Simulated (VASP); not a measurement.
# Ni (space group Fm-3m): computed properties

Method: r2SCAN+rVV10, VASP's PBE PAW potentials (set 64) (plane waves; VASP 6.6.1).

```json
{
 "space_group": "Fm-3m (225)",
 "cell": "a = b = c = 3.4654 Å, α = β = γ = 90.00°",
 "volume_per_atom": "10.40 Å³/atom",
 "band gap (over mesh and band path)": "none (metal, semimetal or under 0.01 eV)",
 "cell_moment": "0.71 μB",
 "density": "9.37 g/cm³"
}
```

```
CELL_PARAMETERS angstrom
      0.00000     1.73272     1.73272
      1.73272     0.00000     1.73272
      1.73272     1.73272     0.00000
ATOMIC_POSITIONS crystal
  Ni 0.00000 0.00000 0.00000
```
Starting moments (μB, in the order of the record's atoms Ni): 0.8.

The structure comes from a measured Ni entry (Fm-3m) of the Crystallography Open Database, whose conditions weren't checked. It was relaxed first. Symmetry was kept, so distortions that lower it aren't found.
